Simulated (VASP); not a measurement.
Computed with r2SCAN meta-GGA, VASP's PBE PAW potentials (set 64) (plane waves; VASP 6.6.1).

A VASP calculation is set up with these files.

File KPOINTS:
```
Automatic mesh
0
Gamma
8 8 5
0 0 0
```

**INCAR**
```
! general
SYSTEM  = Ga2O3
PREC    = Accurate
ENCUT   = 520
LREAL   = .FALSE.
LASPH   = .TRUE.

! electronic loop
EDIFF   = 1E-7
NELM    = 100
ALGO    = Normal
LMAXMIX = 4
LMIXTAU = .TRUE.

! smearing
ISMEAR  = -5

! functional
METAGGA = R2SCAN

! ions
ISIF    = 2

! output
LWAVE   = .FALSE.
LCHARG  = .FALSE.
LORBIT  = 11
NEDOS   = 601

! other
LEFG    = .TRUE.
```

POSCAR:
```
Ga2O3
1
    6.1444772874    -1.5239351606    -0.0006140749
    6.1444772874     1.5239351606    -0.0006140749
   -1.3856467681     0.0000000000     5.6545136828
Ga O
4 6
Direct
  0.3411728273   0.3411728273   0.6851106413
  0.6588271727   0.6588271727   0.3148893587
  0.9095234854   0.9095234854   0.2051649744
  0.0904765146   0.0904765146   0.7948350256
  0.5035408520   0.5035408520   0.7436180470
  0.4964591480   0.4964591480   0.2563819530
  0.8266280678   0.8266280678   0.4369377853
  0.1733719322   0.1733719322   0.5630622147
  0.1645237870   0.1645237870   0.1092835945
  0.8354762130   0.8354762130   0.8907164055
```

KPOINTS_OPT:
```
k-points along high-symmetry lines
6
Line-mode
Reciprocal
  0.000000   0.000000   0.000000 ! GAMMA
 -0.266320   0.266320   0.000000 ! C

 -0.733680  -0.266320   0.000000 ! C_2
 -0.500000  -0.500000   0.000000 ! Y_2

 -0.500000  -0.500000   0.000000 ! Y_2
  0.000000   0.000000   0.000000 ! GAMMA

  0.000000   0.000000   0.000000 ! GAMMA
 -0.500000  -0.500000   0.500000 ! M_2

 -0.500000  -0.500000   0.500000 ! M_2
 -0.741877  -0.258123   0.500000 ! D

 -0.258123   0.258123   0.500000 ! D_2
  0.000000   0.000000   0.500000 ! A

  0.000000   0.000000   0.500000 ! A
  0.000000   0.000000   0.000000 ! GAMMA

 -0.500000   0.000000   0.500000 ! L_2
  0.000000   0.000000   0.000000 ! GAMMA

  0.000000   0.000000   0.000000 ! GAMMA
 -0.500000   0.000000   0.000000 ! V_2
```

POTCAR, in this order: Ga_d O (PBE.64 set). Program: vasp_std.

Output

OSZICAR:
```
       N       E                     dE             d eps       ncg     rms          rms(c)
DAV:   1     0.118836193721E+04    0.11884E+04   -0.41817E+04 10992   0.317E+03
DAV:   2     0.139614995669E+03   -0.10487E+04   -0.10077E+04 10256   0.834E+02
DAV:   3    -0.108330010225E+03   -0.24795E+03   -0.24251E+03 11160   0.270E+02
DAV:   4    -0.128580399241E+03   -0.20250E+02   -0.20069E+02 12164   0.831E+01
DAV:   5    -0.129270785861E+03   -0.69039E+00   -0.68854E+00 12620   0.153E+01    0.161E+01
DAV:   6    -0.109218082930E+03    0.20053E+02   -0.23106E+01 16428   0.614E+01    0.464E+00
DAV:   7    -0.100876496782E+03    0.83416E+01   -0.35117E+00 12656   0.129E+01    0.319E+00
DAV:   8    -0.112017006657E+03   -0.11141E+02   -0.44995E+00 14692   0.232E+01    0.219E+00
DAV:   9    -0.104831602282E+03    0.71854E+01   -0.10700E+00 10916   0.115E+01    0.120E+00
DAV:  10    -0.102597347391E+03    0.22343E+01   -0.82214E-01  9812   0.561E+00    0.470E-01
DAV:  11    -0.102349863406E+03    0.24748E+00   -0.71968E-01  9944   0.594E+00    0.255E-01
DAV:  12    -0.102408991638E+03   -0.59128E-01   -0.48189E-02 13944   0.153E+00    0.288E-01
DAV:  13    -0.102434931193E+03   -0.25940E-01   -0.57113E-03 14540   0.160E+00    0.176E-01
DAV:  14    -0.102447455205E+03   -0.12524E-01   -0.14841E-02 14904   0.170E+00    0.791E-02
DAV:  15    -0.102448197913E+03   -0.74271E-03   -0.40510E-03 12052   0.100E+00    0.254E-02
DAV:  16    -0.102446840858E+03    0.13571E-02   -0.13468E-03 10452   0.345E-01    0.247E-02
DAV:  17    -0.102448280232E+03   -0.14394E-02   -0.94948E-04 10768   0.285E-01    0.111E-02
DAV:  18    -0.102448352882E+03   -0.72650E-04   -0.88135E-05 11192   0.978E-02    0.122E-02
DAV:  19    -0.102448415540E+03   -0.62658E-04   -0.55192E-05 10476   0.570E-02    0.335E-03
DAV:  20    -0.102448446601E+03   -0.31061E-04   -0.56326E-06 11612   0.242E-02    0.223E-03
DAV:  21    -0.102448455989E+03   -0.93881E-05   -0.42679E-06  9932   0.276E-02    0.276E-03
DAV:  22    -0.102448455769E+03    0.21967E-06   -0.89637E-07 11204   0.183E-02    0.178E-03
DAV:  23    -0.102448455512E+03    0.25763E-06   -0.60873E-07 10156   0.619E-03    0.134E-03
DAV:  24    -0.102448455069E+03    0.44220E-06   -0.38114E-07  8320   0.426E-03    0.329E-04
DAV:  25    -0.102448454976E+03    0.93711E-07   -0.96881E-08  6276   0.319E-03
   1 F= -.10244845E+03 E0= -.10244845E+03  d E =0.000000E+00
       N       E                     dE             ncg
```

OUTCAR:
```
------------------------ aborting loop because EDIFF is reached ----------------------------------------
  FORCE on cell =-STRESS in cart. coord.  units (eV):
  Direction    XX          YY          ZZ          XY          YZ          ZX
  --------------------------------------------------------------------------------------
  Total        0.0210564     -0.0133918     -0.0318685      0.0000000      0.0000000      0.0063540
  in kB        0.3185871     -0.2026206     -0.4821759      0.0000000      0.0000000      0.0961370
  external PRESSURE =      -0.1220698 kB  Pullay stress =       0.0000000 kB
  volume of cell :      105.89
      direct lattice vectors                 reciprocal lattice vectors
     6.144477287 -1.523935161 -0.000614075     0.081375880 -0.328097949  0.019941277
     6.144477287  1.523935161 -0.000614075     0.081375880  0.328097949  0.019941277
    -1.385646768  0.000000000  5.654513683     0.000017675  0.000000000  0.176854199
 POSITION                                       TOTAL-FORCE (eV/Angst)
 -----------------------------------------------------------------------------------
      3.24334      0.00000      3.87355         0.012649      0.000000      0.007077
      7.65997      0.00000      1.77974        -0.012649      0.000000     -0.007077
     10.89281      0.00000      1.15899        -0.007146      0.000000     -0.016127
      0.01050      0.00000      4.49429         0.007146      0.000000      0.016127
      5.15760      0.00000      4.20418         0.001184      0.000000      0.001035
      5.74571      0.00000      1.44911        -0.001184      0.000000     -0.001035
      9.55295      0.00000      2.46966         0.014762      0.000000     -0.009063
      1.35035      0.00000      3.18363        -0.014762      0.000000      0.009063
      1.87040      0.00000      0.61774        -0.007013      0.000000      0.001698
      9.03291      0.00000      5.03554         0.007013      0.000000     -0.001698
 -----------------------------------------------------------------------------------
    total drift:                                0.000000      0.000000     -0.000000
  FREE ENERGIE OF THE ION-ELECTRON SYSTEM (eV)
  ---------------------------------------------------
  free  energy   TOTEN  =      -102.4484549757 eV

  energy  without entropy=     -102.4484549757  energy(sigma->0) =     -102.44845498

 total charge

# of ion       s       p       d       tot
------------------------------------------
    1        0.613   0.685  10.256  11.553
    2        0.613   0.685  10.256  11.553
    3        0.692   0.831  10.279  11.802
    4        0.692   0.831  10.279  11.802
    5        1.554   3.569   0.000   5.123
    6        1.554   3.569   0.000   5.123
    7        1.561   3.534   0.000   5.095
    8        1.561   3.534   0.000   5.095
    9        1.557   3.539   0.000   5.095
   10        1.557   3.539   0.000   5.095
--------------------------------------------------
tot         11.953  24.313  41.069  77.336

 Electric field gradients after diagonalization (V/A^2)
 (convention: |V_zz| > |V_xx| > |V_yy|)
----------------------------------------------------------------------
 ion       V_xx      V_yy      V_zz     asymmetry (V_yy - V_xx)/ V_zz
----------------------------------------------------------------------
   1     -13.731   -10.802    24.533       0.119
   2     -13.731   -10.802    24.533       0.119
   3     -29.733    -3.796    33.530       0.774
   4     -29.733    -3.796    33.530       0.774
   5      57.991    52.409  -110.400       0.051
   6      57.991    52.409  -110.400       0.051
   7     -20.268   -19.012    39.280       0.032
   8     -20.268   -19.012    39.280       0.032
   9      59.825    24.847   -84.672       0.413
  10      59.825    24.847   -84.672       0.413
```
(Selected blocks of OUTCAR.)

The structure comes from a computed database's Ga2O3 entry (C2/m); how it stands against other phases isn't given here. It was relaxed first.
